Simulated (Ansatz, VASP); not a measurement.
# Au3ClO in VASP and in Ansatz

```
Au Cl O
1.0
     4.55497    0.00000    0.00000
     0.00000    4.55497    0.00000
     0.00000    0.00000    4.55497
Au Cl O
3 1 1
Direct
  0.00000 0.50000 0.50000
  0.50000 0.00000 0.50000
  0.50000 0.50000 0.00000
  0.00000 0.00000 0.00000
  0.50000 0.50000 0.50000
```

Alike in both runs: functional PBE; k mesh 8 × 8 × 8; occupations fermi-dirac, width 0.15 eV; no spin polarisation.

Ansatz relaxed the structure, and its values are those at the end. VASP's run is a single point on that final structure, the one shown.

|  | VASP | Ansatz |
| --- | --- | --- |
| version | VASP 6.6.1 | Ansatz 0.2.0 |
| potentials or method | VASP PAW PBE potentials, release 64 (Au, Cl, O) | scalar-relativistic, plane waves, PAW |
| plane-wave cutoff (eV) | 520 | 420 |
| valence electrons in the cell | 46 | 70 |

|  | VASP | Ansatz | Ansatz less VASP |
| --- | --- | --- | --- |
| gap on the k mesh at the Fermi level (eV) | none | none | - |
| pressure (GPa) | -0.1 | 0.0 | +0.14 |

A gap of «none» marks a metal or a gap that the smearing closes. The two sets of potentials don't hold the same shells in valence.

Spin-orbit coupling is left out, which matters for the levels of Au.
